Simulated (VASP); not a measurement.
Here is a VASP 6.6.1 calculation.

Contents of INCAR:

```
PREC = Accurate ; ENCUT = 520
EDIFF = 1E-6 ; ISMEAR = 0
SIGMA = 0.01 ; LREAL = False
LASPH = True ; NELM = 60
ALGO = Fast ; ISIF = 2
LWAVE = False ; LCHARG = False
GGA = PE ; IBRION = 2
NSW = 40 ; EDIFFG = -0.005
```

Contents of KPOINTS:

```
Automatic mesh
0
Gamma
  1 1 1
```

Contents of POSCAR:

```
AlIF2
1.0
   12.0000000000      0.0000000000      0.0000000000
    0.0000000000     12.0000000000      0.0000000000
    0.0000000000      0.0000000000     12.0000000000
F Al I
2 1 1
Direct
    0.6131850000      0.5777870000      0.5988820000
    0.5407640000      0.3819720000      0.4920340000
    0.5290770000      0.5147710000      0.5089060000
    0.3927440000      0.6224580000      0.4062930000
```

Potentials or basis: VASP PAW PBE potentials, release 64 (F, Al, I).

The run is started by

```sh
$ cat potpaw_PBE.64/F/POTCAR potpaw_PBE.64/Al/POTCAR potpaw_PBE.64/I/POTCAR > POTCAR
$ mpirun -np 1 vasp_gam > vasp.out
```

Predict the gap between the frontier levels.

4.62 eV.

Estimate the energy gained by relaxing.

7.5 meV/atom.

Final structure:
```xyz
4
Lattice="12.0000 0.0000 0.0000 0.0000 12.0000 0.0000 0.0000 0.0000 12.0000" Properties=species:S:1:pos:R:3 pbc="T T T"
F     7.3649    6.9334    7.1930
F     6.4936    4.5576    5.9027
Al    6.3546    6.1916    6.1144
I     4.6962    7.4812    4.8633
```

Caveat: spin-orbit coupling is left out, which moves the levels of the heavy elements.
